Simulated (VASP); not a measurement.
Consider the following.

```
CELL_PARAMETERS angstrom
      4.75876     0.00000     0.00000
      0.00000     4.75876     0.00000
      0.00000     0.00000     3.20228
ATOMIC_POSITIONS crystal
  Sn 0.00000 0.00000 0.00000
  Sn 0.50000 0.50000 0.50000
  O  0.30584 0.30584 0.00000
  O  0.80584 0.19416 0.50000
  O  0.19416 0.80584 0.50000
  O  0.69416 0.69416 0.00000
```

The numbers are results of SCAN meta-GGA, VASP's PBE PAW potentials (set 64) (plane waves; VASP), not measurements. Numerical set-up: 520 eV cut-off, 5×5×8 Γ-centred mesh, tetrahedra with Blöchl corrections, potentials Sn_d O.

The cores are frozen, which limits the accuracy of field gradients.

**Question.** Give the principal components of the electric field gradient (V/Å²) and the asymmetry η at each nucleus.

**Answer.** 
```csv
atom,Vxx,Vyy,Vzz,η
Sn1,-49.8,-4.3,54.0,0.84
Sn2,-49.8,-4.3,54.0,0.84
O3,58.7,47.2,-105.9,0.11
O4,58.7,47.2,-105.9,0.11
O5,58.7,47.2,-105.9,0.11
O6,58.7,47.2,-105.9,0.11
```

The compound is SnO2 in the rutile structure. It was relaxed first.
